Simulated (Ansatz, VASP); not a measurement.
# TiGa2Te2SeS (1T-TiTe2 under Ga2SSe, AA) in two plane-wave programs, part 2 of 2

Aim: how closely do two programs agree when they are given the same cell, functional and k mesh? The cell is taken from a series of runs on this material, whose earlier steps may have relaxed, scaled, displaced or heated it; both programs get it as it stands.

VASP 6.6.1 and Ansatz 0.2.0.

So far: The starting structure; VASP: single point, PBE with D3(BJ); Ansatz: single point, PBE with D3(BJ); Differences.

### Step 5. VASP: single point, PBE, spin-orbit coupling

Level of this step: PBE, spin-orbit coupling, no spin polarisation; plane waves and PAW (Te, Ti_sv, Se, Ga_d, S) (VASP).

With cell and atoms fixed, the geometry can't cause a difference; cores, projectors, grids and the points listed under the comparison can.

Input file INCAR:

```
SYSTEM = TiGa2Te2SeS
PREC = Accurate
ENCUT = 400
EDIFF = 1E-06
NELM = 200
ISMEAR = -1
SIGMA = 0.02585
LREAL = .FALSE.
ALGO = Normal
GGA = PE
LNONCOLLINEAR = .TRUE.
MAGMOM = 0 0 0 0 0 0 0 0 0 0 0 0 0 0 0 0 0 0 0 0 0
NBANDS = 76
GGA_COMPAT = .FALSE.
LASPH = .TRUE.
LSORBIT = .TRUE.
LMAXMIX = 4
LORBIT = 11
LWAVE = .FALSE.
LCHARG = .FALSE.
ISIF = 2
LDIPOL = .TRUE.
IDIPOL = 3
DIPOL = 0.5 0.5 0.513
LVHAR = .TRUE.
NELMDL = -8
KPAR = 2
```

Input file POSCAR:

```
TiGa2Te2SeS
1.0
    3.6767067232      0.0000000000      0.0000000000
   -1.8383533616      3.1841214245      0.0000000000
    0.0000000000      0.0000000000     30.0355755933
Te Ti Se Ga S
2 1 1 2 1
Direct
    0.6666666667      0.3333333333      0.2996446654
    0.3333333333      0.6666666667      0.4168835427
    0.0000000000      0.0000000000      0.3584923438
    0.3333333333      0.6666666667      0.5431070486
    0.0000000000      0.0000000000      0.5838640183
    0.0000000000      0.0000000000      0.6653420820
    0.3333333333      0.6666666667      0.7003553346
```

Input file KPOINTS:

```
Automatic mesh
0
Gamma
12 12 1
0 0 0
```

The projector-augmented-wave data sets are Te, Ti_sv, Se, Ga_d and S (PBE family, release 64).

On the command line:

```bash
$ mpirun -np 2 vasp_ncl
```

Numbers of over 12 decimals in the logs are rounded to 6 here.

The program printed:

```text
[... set-up lines as in an earlier step ...]
 entering main loop
       N       E                     dE             d eps       ncg     rms          rms(c)
DAV:   1     0.539061327720E+03    0.53906E+03   -0.23929E+04  5224   0.134E+03
DAV:   2     0.503397642572E+02   -0.48872E+03   -0.47194E+03  5748   0.375E+02
DAV:   3    -0.256135387354E+02   -0.75953E+02   -0.73919E+02  6308   0.146E+02
DAV:   4    -0.340299338195E+02   -0.84164E+01   -0.83561E+01  7204   0.444E+01
[...]
DAV:  34    -0.322327292936E+02   -0.73638E-05   -0.19150E-06  4656   0.259E-02    0.804E-03
DAV:  35    -0.322327303043E+02   -0.10107E-05   -0.10972E-06  4152   0.789E-03    0.687E-03
DAV:  36    -0.322327311713E+02   -0.86708E-06   -0.47017E-07  3028   0.495E-03
   1 F= -.32232731E+02 E0= -.32230749E+02  d E =-.396435E-02  mag=    -0.0000     0.0000     0.0000
```

From OUTCAR (step 5):

```text
  Total        2.1474150      2.1474150      1.6014079      0.0000000      0.0000000     -0.0000000
  in kB        9.7845756      9.7845756      7.2967252      0.0000000      0.0000000     -0.0000000
  external PRESSURE =       8.9552921 kB  Pullay stress =       0.0000000 kB

 POSITION                                       TOTAL-FORCE (eV/Angst)
 -----------------------------------------------------------------------------------
      1.83835      1.06137      9.00000        -0.000000     -0.000000     -0.149090
     -0.00000      2.12275     12.52134         0.000000      0.000000      0.035735
      0.00000      0.00000     10.76752        -0.000000     -0.000000     -0.031402
     -0.00000      2.12275     16.31253        -0.000000     -0.000000     -0.025306
      0.00000      0.00000     17.53669        -0.000000      0.000000      0.020110
      0.00000      0.00000     19.98393         0.000000     -0.000000      0.054357
     -0.00000      2.12275     21.03558         0.000000     -0.000000      0.095596
 -----------------------------------------------------------------------------------
    total drift:                                0.000000     -0.000000      0.000796

  FREE ENERGIE OF THE ION-ELECTRON SYSTEM (eV)
  ---------------------------------------------------
  free  energy   TOTEN  =       -32.2327311713 eV

  energy  without entropy=      -32.2287668198  energy(sigma->0) =      -32.23074900

 magnetization (x)
# of ion       s       p       d       tot
------------------------------------------
    1        0.000   0.000   0.000   0.000
    2        0.000   0.000  -0.000   0.000
    3       -0.000   0.000   0.000   0.000
    4        0.000  -0.000   0.000  -0.000
    5        0.000   0.000   0.000   0.000
    6        0.000  -0.000   0.000   0.000
    7        0.000   0.000   0.000   0.000
--------------------------------------------------
tot          0.000   0.000   0.000   0.000

 magnetization (y)
# of ion       s       p       d       tot
------------------------------------------
    1        0.000   0.000   0.000   0.000
    2        0.000   0.000   0.000   0.000
    3        0.000   0.000   0.000   0.000
    4        0.000   0.000   0.000   0.000
    5        0.000   0.000   0.000   0.000
    6        0.000   0.000   0.000   0.000
    7        0.000   0.000   0.000   0.000
--------------------------------------------------
tot          0.000   0.000   0.000   0.000

 magnetization (z)
# of ion       s       p       d       tot
------------------------------------------
    1        0.000   0.000  -0.000  -0.000
    2        0.000   0.000   0.000   0.000
    3        0.000   0.000   0.000   0.000
    4        0.000   0.000   0.000   0.000
    5        0.000   0.000   0.000   0.000
    6        0.000  -0.000   0.000   0.000
    7        0.000   0.000   0.000   0.000
--------------------------------------------------
tot          0.000   0.000   0.000   0.000

[... 1 part as in an earlier step ...]

[... 2 further parts left out ...]
[key lines of the parts left out:]
E-fermi :   0.1744
```

### Step 6. Ansatz: single point, PBE, spin-orbit coupling

The same cell, functional, mesh and smearing now go to Ansatz, which takes its cutoff from its data sets.

The cell is taken from a series of runs on this material, whose earlier steps may have relaxed, scaled, displaced or heated it; both programs get it as it stands.

Input file input.yaml:

```yaml
crystal:
  lattice:
    - [3.6767067232, 0.0, 0.0]
    - [-1.8383533616, 3.1841214245, 0.0]
    - [0.0, 0.0, 30.0355755933]
  atoms:
    - { symbol: Te, position: [0.6666666667, 0.3333333333, 0.2996446654] }
    - { symbol: Ti, position: [0.0, 0.0, 0.3584923438] }
    - { symbol: Te, position: [0.3333333333, 0.6666666667, 0.4168835427] }
    - { symbol: Se, position: [0.3333333333, 0.6666666667, 0.5431070486] }
    - { symbol: Ga, position: [0.0, 0.0, 0.5838640183] }
    - { symbol: Ga, position: [0.0, 0.0, 0.665342082] }
    - { symbol: S, position: [0.3333333333, 0.6666666667, 0.7003553346] }
kpoints:
  mp_grid: { grid: [12, 12, 1] }
  band_path: { path: [[0, 0, 0], [0.12, 0, 0]], npoints: 24 }
hamiltonian:
  xc: pbe
  pseudopotentials: { kind: paw_fr }
magnetization:
  noncollinear: true
  spin_orbit: true
scf:
  occupations: { method: fermi_dirac, width: 0.02585 }
  convergence: { dr2_threshold: 1.0e-09 }
efield:
  axis: 3
  dipole_correction: true
  ramp_position: 0.97
  ramp_width: 0.06
  amplitude: 0
output:
  write_potential: true
  write_density: true
  volumetric_format: npy
```

On the command line:

```bash
$ ansatz run input.yaml --threads 4 --pin off --max-ram 6144MiB --backend cpu --events-out ev --progress --plain --runs-dir out
```

The program printed:

```text
[...]
non-collinear run that drives no moment, with spin-orbit: no starting moment large enough to seed its density (crystal.atoms[].spin), no starting occupations that ask for one, no magnetisation constraint and no magnetic field, so the semilocal B_xc is pinned to zero
Crystal: 7 atoms, lattice volume = 351.629 Å³
[...]
k-point 1: bands = [... 88 lower, 1.8137, 1.8277, 2.1197, 2.1214, 2.2710, 2.2751, 2.9612, 2.9711, ... 16 higher]
  k-point 2: bands = [... 88 lower, 1.0404, 1.0520, 1.7645, 1.7647, 2.1816, 2.1877, 3.0925, 3.0951, ... 16 higher]
  k-point 18: bands = [... 88 lower, -0.1767, -0.1355, -0.0559, -0.0266, 3.0085, 3.0344, 3.0416, 3.0481, ... 16 higher]
[key lines of the parts left out:]
SCF converged after 14 iterations
Magnetization: |M| = 0.0000 μB,  M = (+0.0000, +0.0000, +0.0000) μB
Free energy (F): -30407.064259 eV
Fermi energy:    1.803177 eV
Dipole field:    D = -0.004005 V/Å  (p = -0.007783 e·Å, saw-weighted, corrected)
Work function:   Φ+ = 4.9016 eV   Φ− = 4.7813 eV
```

### Step 7. Differences

What differs besides the data sets and the points named for the pairs above, as far as they apply: spin-orbit coupling enters by fully relativistic files in Ansatz and inside the spheres in VASP; the data sets hold 92 valence electrons in Ansatz (on its fully relativistic PAW (standard-fr) files) and 62 in VASP. Total energies have different zeros and are not compared.

The two programs side by side:

| quantity | Ansatz | VASP | difference |
| --- | --- | --- | --- |
| work function, lower of the two faces (eV) | 4.78 | 4.79 | -0.01 |
| work function, higher of the two faces (eV) | 4.90 | 4.88 | +0.02 |

Where the cell holds vacuum, a pressure given here is an average over it and none of the material.

### Step 8. Outcome

| Quantity | Value |
| --- | --- |
| difference in work function, higher of the two faces (single point, PBE with D3(BJ)) | 0.012 eV |
| difference in work function, higher of the two faces (single point, PBE, spin-orbit coupling) | 0.017 eV |

The difference in work function, higher of the two faces is 0.012 eV (single point, PBE with D3(BJ)). The data sets hold unlike numbers of valence electrons (92 in Ansatz and 62 in VASP), so part of the differences may come from the potentials. How closely two codes agree says nothing of how well the functional describes the real material.

[Lines on the potential files, build, host, timing and source positions are cut from VASP's logs without a mark.]

[Logs are printed without paths, hosts, clocks, repeated set-up lines and the standing remarks that a program may print on its own settings, such as how far it seeks lower states.]

[Hosts, paths, dates, database ids (printed as entryN), source tags and the programs' standing remarks are cut or masked in the printed files.]
